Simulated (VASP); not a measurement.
Consider the following.

```
CELL_PARAMETERS angstrom
      3.00868     0.00000     0.00000
      0.00000     3.00868     0.00000
      0.00000     0.00000     3.00868
ATOMIC_POSITIONS crystal
  Ti 0.00000 0.00000 0.00000
  Co 0.50000 0.50000 0.50000
```

Level of theory: r2SCAN meta-GGA, VASP's PBE PAW potentials (set 64) (plane waves; VASP). Settings: 480 eV cut-off, 12×12×12 Γ-centred mesh, first-order Methfessel-Paxton smearing of 0.10 eV, potentials Ti_sv Co.

Problem. Give the stress tensor in GPa (positive for a compressed cell).

Solution. 
```
-9.72   0.00   0.00
 0.00  -9.72   0.00
 0.00   0.00  -9.72
```
The pressure is its mean diagonal, -9.72 GPa.

The compound is TiCo in the CsCl type structure. This cell was strained or had an atom moved on purpose. The run is not spin-polarised, so no magnetic state was tried. The electron count is odd and the run is not spin-polarised, which forces a metal.
